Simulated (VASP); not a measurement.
Level of theory: PBEsol GGA with spin-orbit coupling, VASP's PBE PAW potentials (set 64) (plane waves; VASP).

A VASP calculation is set up with these files.

**INCAR**
```
SYSTEM=Y(GeRh)2
PREC=Accurate; ENCUT=300; LREAL=.False.
LASPH=.True.
EDIFF=1E-6; NELM=100; ALGO=Normal
LMAXMIX=4
ISMEAR=-1; SIGMA=0.1
GGA=PS; GGA_COMPAT=.False.
MAGMOM=0.0 0.0 0.0 0.0 0.0 0.0 0.0 0.0 0.0 0.0 0.0 0.0 0.0 0.0 0.0
LSORBIT=.True.; LNONCOLLINEAR=.True.
ISIF=2
LWAVE=.False.; LCHARG=.False.; LORBIT=11
```

KPOINTS:
```
Automatic mesh
0
Gamma
7 7 7
0 0 0
```

**POSCAR**
```
Y(GeRh)2
1.0
 -2.0515000000   2.0515000000   5.1035000000
  2.0515000000  -2.0515000000   5.1035000000
  2.0515000000   2.0515000000  -5.1035000000
Y Ge Rh
1 2 2
Cartesian
  0.0000000000   0.0000000000   0.0000000000
  0.0000000000  -0.0000000000   3.8582460000
 -0.0000000000   0.0000000000   6.3487540000
  0.0000000000   2.0515000000   2.5517500000
  2.0515000000   0.0000000000   2.5517500000
```

POTCAR, in this order: Y_sv Ge_d Rh_pv (PBE.64 set). Program: vasp_ncl.

At this cut-off the stress carries a Pulay error, which pulls relaxed volumes low.

Q: Estimate the energy per atom (σ→0), pressure, largest force, band gap (on the k-mesh).

A: 
The energy per atom (σ→0) is -7.601 eV/atom and the band gap (on the k-mesh) is none (metal, semimetal or under 0.01 eV). The pressure is -1.45 GPa and the largest force is 0.00117 Ha/bohr.

File OSZICAR:
```
...
DAV:   8    -0.380598540750E+02    0.32170E+00   -0.15990E+00  7666   0.757E+00    0.471E+00
DAV:   9    -0.380534917885E+02    0.63623E-02   -0.20940E-01  8260   0.326E+00    0.208E+00
DAV:  10    -0.380479308809E+02    0.55609E-02   -0.33970E-02  7674   0.110E+00    0.609E-01
DAV:  11    -0.380478474223E+02    0.83459E-04   -0.22517E-03  9746   0.220E-01    0.169E-01
DAV:  12    -0.380477536334E+02    0.93789E-04   -0.27895E-04  7824   0.123E-01    0.893E-02
DAV:  13    -0.380477527633E+02    0.87006E-06   -0.40031E-05  9254   0.460E-02    0.120E-02
DAV:  14    -0.380477530724E+02   -0.30903E-06   -0.33362E-06  6780   0.128E-02
   1 F= -.38047753E+02 E0= -.38004268E+02  d E =-.869703E-01  mag=     0.0000    -0.0000     0.0000
```

The structure comes from a measured Rh2YGe2 entry of the Crystallography Open Database, whose conditions weren't checked. The cell was not relaxed at this level. The k-mesh is coarse (spacing up to 0.31 per Å, 2π included), so the numbers may not be converged in it. The run is one of a series of settings (GGA_COMPAT = .FALSE., LNONCOLLINEAR = .TRUE., LSORBIT = .TRUE., MAGMOM = 0.0 0.0 0.0 0.0 0.0 0.0 0.0 0.0 0.0 0.0 0.0 0.0 0.0 0.0 0.0, program vasp_ncl against the base run), some of them coarse on purpose.
